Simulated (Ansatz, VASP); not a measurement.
# Cross-check of V (V wire along [100], 24 atoms a period) between VASP and Ansatz, part 2 of 2

Aim: how closely do two programs agree when they are given the same cell, functional and k mesh? Of the first pair: The structure shown is the start of the Ansatz relaxation below; VASP solves that cell, so the two are compared at the walk's first step.

VASP 6.6.1 and Ansatz 0.2.0.

So far: Starting point; Ansatz: relaxation, PBE.

**3. VASP: single point, PBE, start cell, pair 1**

Level of this step: PBE, no spin polarisation; plane waves and PAW (V_sv) (VASP).

The same cell, functional, mesh and smearing now go to VASP, with its own data sets.

Lines of VASP's logs that name or quote its potential files are left out, and so is its time.

Input file INCAR:

```
SYSTEM = V
PREC = Accurate
ENCUT = 400
EDIFF = 1E-06
NELM = 120
ISMEAR = -1
SIGMA = 0.05
LREAL = .FALSE.
ALGO = Normal
GGA = PE
NBANDS = 193
LASPH = .TRUE.
LORBIT = 11
LWAVE = .FALSE.
LCHARG = .FALSE.
ISIF = 2
GGA_COMPAT = .FALSE.
KPAR = 4
```

Input file POSCAR:

```
V
1.0
   15.7700000000      0.0000000000      0.0000000000
    0.0000000000     15.7700000000      0.0000000000
    0.0000000000      0.0000000000      2.9900000000
V
24
Direct
    0.2155992391      0.3103994927      0.0000000000
    0.2155992391      0.5000000000      0.0000000000
    0.2155992391      0.6896005073      0.0000000000
    0.4051997464      0.3103994927      0.0000000000
    0.4051997464      0.5000000000      0.0000000000
    0.4051997464      0.6896005073      0.0000000000
    0.5948002536      0.3103994927      0.0000000000
    0.5948002536      0.5000000000      0.0000000000
    0.5948002536      0.6896005073      0.0000000000
    0.7844007609      0.3103994927      0.0000000000
    0.7844007609      0.5000000000      0.0000000000
    0.7844007609      0.6896005073      0.0000000000
    0.3103994927      0.2155992391      0.5000000000
    0.3103994927      0.4051997464      0.5000000000
    0.3103994927      0.5948002536      0.5000000000
    0.3103994927      0.7844007609      0.5000000000
    0.5000000000      0.2155992391      0.5000000000
    0.5000000000      0.4051997464      0.5000000000
    0.5000000000      0.5948002536      0.5000000000
    0.5000000000      0.7844007609      0.5000000000
    0.6896005073      0.2155992391      0.5000000000
    0.6896005073      0.4051997464      0.5000000000
    0.6896005073      0.5948002536      0.5000000000
    0.6896005073      0.7844007609      0.5000000000
```

Input file KPOINTS:

```
Automatic mesh
0
Gamma
1 1 27
0 0 0
```

PAW data sets: V_sv (PBE family, release 64).

The run is started by

```sh
> mpirun -np 4 vasp_std
```

Numbers of over 12 decimals in the logs are rounded to 6 here.

What it wrote:

```text
[banner, memory and clock lines left out]
running    4 mpi-ranks, on    1 nodes
 distrk:  each k-point on    1 cores,    4 groups
 distr:  one band on    1 cores,    1 groups

 POSCAR found type information on POSCAR V
 POSCAR found :  1 types and      24 ions
|                                                                             |
|               ----> ADVICE to this user running VASP <----                  |
|                                                                             |
|     You have a (more or less) 'large supercell' and for larger cells it     |
|     might be more efficient to use real-space projection operators.         |
|     Therefore, try LREAL= Auto in the INCAR file.                           |
|     Mind: For very accurate calculation, you might also keep the            |
|     reciprocal projection scheme (i.e. LREAL=.FALSE.).                      |
|                                                                             |

 LDA part: xc-table for (Slater+PW92), standard interpolation
 POSCAR, INCAR and KPOINTS ok, starting setup
 FFT: planning ... GRIDC
 FFT: planning ... GRID_SOFT
 FFT: planning ... GRID
 WAVECAR not read
 entering main loop
       N       E                     dE             d eps       ncg     rms          rms(c)
DAV:   1     0.412448744957E+04    0.41245E+04   -0.17933E+05  6708   0.135E+03
DAV:   2    -0.195956247291E+02   -0.41441E+04   -0.40605E+04  5414   0.517E+02
DAV:   3    -0.243977378181E+03   -0.22438E+03   -0.21682E+03  7647   0.124E+02
DAV:   4    -0.254127474875E+03   -0.10150E+02   -0.99406E+01  7128   0.207E+01
DAV:   5    -0.254419865802E+03   -0.29239E+00   -0.28813E+00  7040   0.339E+00    0.827E+01
DAV:   6    -0.524366390738E+03   -0.26995E+03   -0.26076E+03  7674   0.100E+02    0.134E+02
DAV:   7    -0.210684542139E+03    0.31368E+03   -0.20282E+03  7842   0.779E+01    0.579E+01
DAV:   8    -0.204744474988E+03    0.59401E+01   -0.63210E+02  7504   0.431E+01    0.344E+01
DAV:   9    -0.205293922954E+03   -0.54945E+00   -0.11421E+02  7320   0.236E+01    0.325E+01
DAV:  10    -0.200778943533E+03    0.45150E+01   -0.15373E+01  7168   0.955E+00    0.193E+01
DAV:  11    -0.199905691270E+03    0.87325E+00   -0.18530E+00  7104   0.416E+00    0.166E+01
DAV:  12    -0.198312933067E+03    0.15928E+01   -0.27273E+00  6776   0.537E+00    0.124E+01
DAV:  13    -0.196927385925E+03    0.13855E+01   -0.20447E+00  6680   0.462E+00    0.615E+00
DAV:  14    -0.196488119628E+03    0.43927E+00   -0.13677E+00  7112   0.349E+00    0.234E+00
[...]
DAV:  20    -0.196424629070E+03   -0.25580E-03   -0.63376E-04  6056   0.589E-02    0.589E-02
DAV:  21    -0.196424710841E+03   -0.81772E-04   -0.23218E-04  6472   0.404E-02    0.453E-02
DAV:  22    -0.196424732922E+03   -0.22081E-04   -0.13120E-04  6528   0.365E-02    0.111E-02
DAV:  23    -0.196424764257E+03   -0.31335E-04   -0.16319E-05  5048   0.105E-02    0.932E-03
DAV:  24    -0.196424771175E+03   -0.69176E-05   -0.58858E-06  5328   0.803E-03    0.418E-03
DAV:  25    -0.196424782371E+03   -0.11197E-04   -0.35332E-06  4456   0.532E-03    0.503E-03
DAV:  26    -0.196424783439E+03   -0.10674E-05   -0.81265E-07  3880   0.276E-03    0.270E-03
DAV:  27    -0.196424782906E+03    0.53277E-06   -0.11013E-06  3696   0.318E-03
   1 F= -.19642478E+03 E0= -.19623476E+03  d E =-.380043E+00
```

From OUTCAR (step 3):

```text
ion  position               nearest neighbor table
   1  0.216  0.310  0.000-  13 2.59  13 2.59  14 2.59  14 2.59
   2  0.216  0.500  0.000-  14 2.59  15 2.59  14 2.59  15 2.59
   3  0.216  0.690  0.000-  16 2.59  16 2.59  15 2.59  15 2.59
   4  0.405  0.310  0.000-  17 2.59  17 2.59  18 2.59  13 2.59  13 2.59  18 2.59  14 2.59  14 2.59

  LATTYP: Found a simple tetragonal cell.
 ALAT       =    15.7700000000
 C/A-ratio  =     0.1896005073

 Subroutine GETGRP returns: Found 16 space group operations
 (whereof  8 operations were pure point group operations)

The static configuration has the point symmetry D_2h.
 The point group associated with its full space group is D_4h.

 Found     14 irreducible k-points:

   k-points           NKPTS =     14   k-points in BZ     NKDIM =     14   number of bands    NBANDS=    193

   dimension x,y,z NGX =   108 NGY =  108 NGZ =   20
   dimension x,y,z NGXF=   216 NGYF=  216 NGZF=   40

   ENCUT  =  400.0 eV  29.40 Ry    5.42 a.u.  25.72 25.72  4.88*2*pi/ulx,y,z

   NELECT =     312.0000    total number of electrons

 k-points in reciprocal lattice and weights: Automatic mesh
   0.00000000  0.00000000  0.00000000       0.037
   0.00000000  0.00000000  0.03703704       0.074
   0.00000000  0.00000000  0.07407407       0.074
   0.00000000  0.00000000  0.11111111       0.074
   0.00000000  0.00000000  0.14814815       0.074
   0.00000000  0.00000000  0.18518519       0.074
   0.00000000  0.00000000  0.22222222       0.074
   0.00000000  0.00000000  0.25925926       0.074
   0.00000000  0.00000000  0.29629630       0.074
[...]
0.00000000  0.00000000  0.44444444       0.074
   0.00000000  0.00000000  0.48148148       0.074

 average (electrostatic) potential at core
       1 -77.9642       2 -77.9942       3 -77.9642       4 -77.5252       5 -77.4166
       6 -77.5252       7 -77.5252       8 -77.4166       9 -77.5252      10 -77.9642
      11 -77.9942      12 -77.9642      13 -77.9642      14 -77.5252      15 -77.5252
      16 -77.9642      17 -77.9942      18 -77.4166      19 -77.4166      20 -77.9942
      21 -77.9642      22 -77.5252      23 -77.5252      24 -77.9642

 E-fermi :   2.5235

 k-point     1 :       0.0000    0.0000    0.0000
  band No.  band energies     occupation
    ...
    148       2.4744      1.45513
    149       2.4859      1.35913
    150       2.5467      0.77233
    151       2.5467      0.77233
    152       2.5561      0.68519
    153       2.6053      0.32595
    154       2.6102      0.30028
    155       2.6149      0.27669
    156       2.6171      0.26642
    157       2.6171      0.26642
    ...

 k-point     2 :       0.0000    0.0000    0.0370
  band No.  band energies     occupation
    ...
    149       2.4728      1.46717
    150       2.5328      0.90711
    151       2.5328      0.90711
    152       2.5532      0.71114
    153       2.5675      0.58654
    154       2.5867      0.44023
    155       2.6007      0.35162
    156       2.6174      0.26495
    157       2.6174      0.26495
    158       2.6228      0.24149
    ...

 k-point     3 :       0.0000    0.0000    0.0741
  band No.  band energies     occupation
    ...
    150       2.4747      1.45212
    151       2.5098      1.13610
    152       2.5098      1.13610
    153       2.5391      0.84541
    154       2.5689      0.57489
    155       2.5919      0.40598
    156       2.6215      0.24707
    157       2.6215      0.24707
    158       2.6422      0.17024
    159       2.7116      0.04541
    ...

  Total      -24.8296794    -24.8296794    -32.6974599      0.0000000      0.0000000      0.0000000
  in kB      -53.4991792    -53.4991792    -70.4514641      0.0000000      0.0000000      0.0000000
  external PRESSURE =     -59.1499409 kB  Pullay stress =       0.0000000 kB

  energy-cutoff  :      400.00
  volume of cell :      743.59
      direct lattice vectors                 reciprocal lattice vectors
    15.770000000  0.000000000  0.000000000     0.063411541  0.000000000  0.000000000
     0.000000000 15.770000000  0.000000000     0.000000000  0.063411541  0.000000000
     0.000000000  0.000000000  2.990000000     0.000000000  0.000000000  0.334448161

 POSITION                                       TOTAL-FORCE (eV/Angst)
 -----------------------------------------------------------------------------------
      3.40000      4.89500      0.00000         1.476402     -0.098427      0.000000
      3.40000      7.88500      0.00000         0.696105      0.000000      0.000000
      3.40000     10.87500      0.00000         1.476402      0.098427      0.000000
      6.39000      4.89500      0.00000        -0.389189     -0.659959     -0.000000
      6.39000      7.88500      0.00000        -0.206320      0.000000      0.000000
      6.39000     10.87500      0.00000        -0.389189      0.659959     -0.000000
      9.38000      4.89500      0.00000         0.389189     -0.659959      0.000000
      9.38000      7.88500      0.00000         0.206320     -0.000000      0.000000
      9.38000     10.87500      0.00000         0.389189      0.659959      0.000000
     12.37000      4.89500      0.00000        -1.476402     -0.098427      0.000000
     12.37000      7.88500      0.00000        -0.696105      0.000000      0.000000
     12.37000     10.87500      0.00000        -1.476402      0.098427      0.000000
      4.89500      3.40000      1.49500        -0.098427      1.476402     -0.000000
      4.89500      6.39000      1.49500        -0.659959     -0.389189      0.000000
      4.89500      9.38000      1.49500        -0.659959      0.389189      0.000000
      4.89500     12.37000      1.49500        -0.098427     -1.476402     -0.000000
      7.88500      3.40000      1.49500         0.000000      0.696105      0.000000
      7.88500      6.39000      1.49500        -0.000000     -0.206320      0.000000
      7.88500      9.38000      1.49500         0.000000      0.206320      0.000000
      7.88500     12.37000      1.49500         0.000000     -0.696105      0.000000
     10.87500      3.40000      1.49500         0.098427      1.476402      0.000000
     10.87500      6.39000      1.49500         0.659959     -0.389189     -0.000000
     10.87500      9.38000      1.49500         0.659959      0.389189     -0.000000
     10.87500     12.37000      1.49500         0.098427     -1.476402      0.000000
 -----------------------------------------------------------------------------------
    total drift:                                0.000000     -0.000000      0.000000

  FREE ENERGIE OF THE ION-ELECTRON SYSTEM (eV)
  ---------------------------------------------------
  free  energy   TOTEN  =      -196.4247829058 eV

  energy  without entropy=     -196.0447402221  energy(sigma->0) =     -196.23476156

 total charge
# of ion       s       p       d       tot
------------------------------------------
    1        2.319   6.098   3.028  11.445
    2        2.316   6.112   3.012  11.441
    3        2.319   6.098   3.028  11.445
    4        2.341   6.226   3.077  11.643
    5        2.339   6.237   3.069  11.645
    6        2.341   6.226   3.077  11.643
    7        2.341   6.226   3.077  11.643
    8        2.339   6.237   3.069  11.645
    9        2.341   6.226   3.077  11.643
   10        2.319   6.098   3.028  11.445
   11        2.316   6.112   3.012  11.441
   12        2.319   6.098   3.028  11.445
   13        2.319   6.098   3.028  11.445
   14        2.341   6.226   3.077  11.643
   15        2.341   6.226   3.077  11.643
   16        2.319   6.098   3.028  11.445
   17        2.316   6.112   3.012  11.441
   18        2.339   6.237   3.069  11.645
   19        2.339   6.237   3.069  11.645
   20        2.316   6.112   3.012  11.441
   21        2.319   6.098   3.028  11.445
   22        2.341   6.226   3.077  11.643
   23        2.341   6.226   3.077  11.643
   24        2.319   6.098   3.028  11.445
--------------------------------------------------
tot         55.900 147.990  73.160 277.050

[... 3 further parts left out ...]
```

This run has no spin polarisation, so a moment on V, if there is one, isn't seen.

**4. Side by side**

Known differences besides the potentials themselves: the cutoff is 420 eV in Ansatz and 400 eV in VASP. Total energies have different zeros and are not compared.

Forces on 7 of the 24 atoms, those with the largest forces and the largest differences (eV/Å; atoms numbered as in POSCAR):

```csv
atom,"Ansatz x, y, z","VASP x, y, z"
V1,"1.503, -0.104, 0.000","1.476, -0.098, 0.000"
V3,"1.503, 0.104, 0.000","1.476, 0.098, 0.000"
V10,"-1.503, -0.104, 0.000","-1.476, -0.098, 0.000"
V12,"-1.503, 0.104, 0.000","-1.476, 0.098, 0.000"
V13,"-0.104, 1.503, 0.000","-0.098, 1.476, 0.000"
V16,"-0.104, -1.503, 0.000","-0.098, -1.476, 0.000"
V21,"0.104, 1.503, 0.000","0.098, 1.476, 0.000"
```

The forces differ by 11 meV/Å r.m.s., which is 1.9 % of the r.m.s. force of 0.581 eV/Å (both taken over all components).

**5. Ansatz: relaxation, PBE**

This run makes the geometry at which the two programs are then compared. The cell compared in this pair holds 728.06 Å³, against 743.59 Å³ for the pair before.

The structure compared here is the end of the Ansatz relaxation.

This is the run of step 2 again, met here at its other cell.

**6. VASP: single point, PBE, cell relaxed in part, pair 2**

The same cell, functional, mesh and smearing now go to VASP, with its own data sets.

INCAR, as its differences from that of step 3:

```diff
@@ -2,3 +2,3 @@
 PREC = Accurate
-ENCUT = 400
+ENCUT = 500
 EDIFF = 1E-06
```

Input file POSCAR:

```
V
1.0
   15.7700000000      0.0000000000      0.0000000000
    0.0000000000     15.7700000000      0.0000000000
    0.0000000000      0.0000000000      2.9275444218
V
24
Direct
    0.2249362771      0.3074861276      0.0000000000
    0.2241960816      0.5000000000      0.0000000000
    0.2249362771      0.6925138724      0.0000000000
    0.4052191883      0.3099336518      0.0000000000
    0.4045405444      0.5000000000      0.0000000000
    0.4052191883      0.6900663482      0.0000000000
    0.5947808117      0.3099336518      0.0000000000
    0.5954594556      0.5000000000      0.0000000000
    0.5947808117      0.6900663482      0.0000000000
    0.7750637229      0.3074861276      0.0000000000
    0.7758039184      0.5000000000      0.0000000000
    0.7750637229      0.6925138724      0.0000000000
    0.3074861276      0.2249362771      0.5000000000
    0.3099336518      0.4052191883      0.5000000000
    0.3099336518      0.5947808117      0.5000000000
    0.3074861276      0.7750637229      0.5000000000
    0.5000000000      0.2241960816      0.5000000000
    0.5000000000      0.4045405444      0.5000000000
    0.5000000000      0.5954594556      0.5000000000
    0.5000000000      0.7758039184      0.5000000000
    0.6925138724      0.2249362771      0.5000000000
    0.6900663482      0.4052191883      0.5000000000
    0.6900663482      0.5947808117      0.5000000000
    0.6925138724      0.7750637229      0.5000000000
```

KPOINTS is that of step 3.

The run is started by

```sh
> mpirun -np 4 vasp_std
```

What it wrote:

```text
[banner, memory and clock lines left out]
running    4 mpi-ranks, on    1 nodes
[...]
[... a notice as in an earlier step ...]

 LDA part: xc-table for (Slater+PW92), standard interpolation
 POSCAR, INCAR and KPOINTS ok, starting setup
[...]
entering main loop
       N       E                     dE             d eps       ncg     rms          rms(c)
DAV:   1     0.491817397059E+04    0.49182E+04   -0.19134E+05  6052   0.159E+03
DAV:   2     0.206860685946E+02   -0.48975E+04   -0.48009E+04  5404   0.570E+02
DAV:   3    -0.237965240594E+03   -0.25865E+03   -0.24966E+03  7581   0.150E+02
DAV:   4    -0.248533856191E+03   -0.10569E+02   -0.10366E+02  7216   0.238E+01
[...]
DAV:  24    -0.198003954576E+03   -0.42106E-05   -0.27795E-06  4408   0.505E-03    0.483E-03
DAV:  25    -0.198003955721E+03   -0.11443E-05   -0.10201E-06  3952   0.321E-03    0.169E-03
DAV:  26    -0.198003955891E+03   -0.17008E-06   -0.35378E-07  3608   0.174E-03
   1 F= -.19800396E+03 E0= -.19784766E+03  d E =-.312582E+00
```

OUTCAR, selected parts (step 6):

```text
  Total       -0.1362732     -0.1362732      0.3867515      0.0000000      0.0000000      0.0000000
  in kB       -0.2998846     -0.2998846      0.8510903      0.0000000      0.0000000      0.0000000
  external PRESSURE =       0.0837737 kB  Pullay stress =       0.0000000 kB

 POSITION                                       TOTAL-FORCE (eV/Angst)
 -----------------------------------------------------------------------------------
      3.54725      4.84906      0.00000        -0.054891      0.034400      0.000000
      3.53557      7.88500      0.00000        -0.025257     -0.000000      0.000000
      3.54725     10.92094      0.00000        -0.054891     -0.034400     -0.000000
      6.39031      4.88765      0.00000        -0.001617      0.007367      0.000000
      6.37960      7.88500      0.00000         0.001964     -0.000000      0.000000
      6.39031     10.88235      0.00000        -0.001617     -0.007367      0.000000
      9.37969      4.88765      0.00000         0.001617      0.007367      0.000000
      9.39040      7.88500      0.00000        -0.001964      0.000000     -0.000000
      9.37969     10.88235      0.00000         0.001617     -0.007367     -0.000000
     12.22275      4.84906      0.00000         0.054891      0.034400      0.000000
     12.23443      7.88500      0.00000         0.025257      0.000000      0.000000
     12.22275     10.92094      0.00000         0.054891     -0.034400      0.000000
      4.84906      3.54725      1.46377         0.034400     -0.054891      0.000000
      4.88765      6.39031      1.46377         0.007367     -0.001617      0.000000
[...]
-----------------------------------------------------------------------------------
    total drift:                                0.000000     -0.000000      0.000000

  FREE ENERGIE OF THE ION-ELECTRON SYSTEM (eV)
  ---------------------------------------------------
  free  energy   TOTEN  =      -198.0039558906 eV

  energy  without entropy=     -197.6913738536  energy(sigma->0) =     -197.84766487

[... 1 part as in an earlier step ...]

[... 2 further parts left out ...]
[key lines of the parts left out:]
E-fermi :   2.6537
```

**7. Side by side**

What differs besides the data sets and the points named for the pairs above, as far as they apply: the cutoff is 420 eV in Ansatz and 500 eV in VASP; Ansatz's pressure holds a Pulay correction, VASP's none. Total energies have different zeros and are not compared.

Both answers:

```csv
quantity,Ansatz,VASP,difference
pressure (GPa),-0.06,0.01,-0.07
```

Forces on 7 of the 24 atoms, those with the largest forces and the largest differences (eV/Å; atoms numbered as in POSCAR):

```csv
atom,"Ansatz x, y, z","VASP x, y, z"
V1,"-0.001, 0.002, 0.000","-0.055, 0.034, 0.000"
V3,"-0.001, -0.002, 0.000","-0.055, -0.034, 0.000"
V10,"0.001, 0.002, 0.000","0.055, 0.034, 0.000"
V12,"0.001, -0.002, 0.000","0.055, -0.034, 0.000"
V13,"0.002, -0.001, 0.000","0.034, -0.055, 0.000"
V16,"0.002, 0.001, 0.000","0.034, 0.055, 0.000"
V21,"-0.002, -0.001, 0.000","-0.034, -0.055, 0.000"
```

The forces differ by 22 meV/Å r.m.s., where the r.m.s. force is 0.001 eV/Å in Ansatz and 0.023 eV/Å in VASP: the atoms lie near their places of rest in Ansatz, so a percentage would say little (all taken over all components).

**8. Outcome**

```json
{"r.m.s. force difference (single point, PBE, start cell, pair 1)": "1.9 % of the r.m.s. force", "r.m.s. force difference (single point, PBE, cell relaxed in part, pair 2)": "22 meV/Å"}
```

What this shows: The r.m.s. force difference is 22 meV/Å (single point, PBE, cell relaxed in part, pair 2), beyond the 12 meV/Å picked in this series as the mark of a large difference. What causes the difference of the single point, PBE, cell relaxed in part, pair 2 pair stays open here. How closely two codes agree says nothing of how well the functional describes the real material.

[Lines on the potential files, build, host, timing and source positions are cut from VASP's logs without a mark.]

[Logs are printed without paths, hosts, clocks, repeated set-up lines and the standing remarks that a program may print on its own settings, such as how far it seeks lower states.]

[Hosts, paths, dates, database ids (printed as entryN), source tags and the programs' standing remarks are cut or masked in the printed files.]
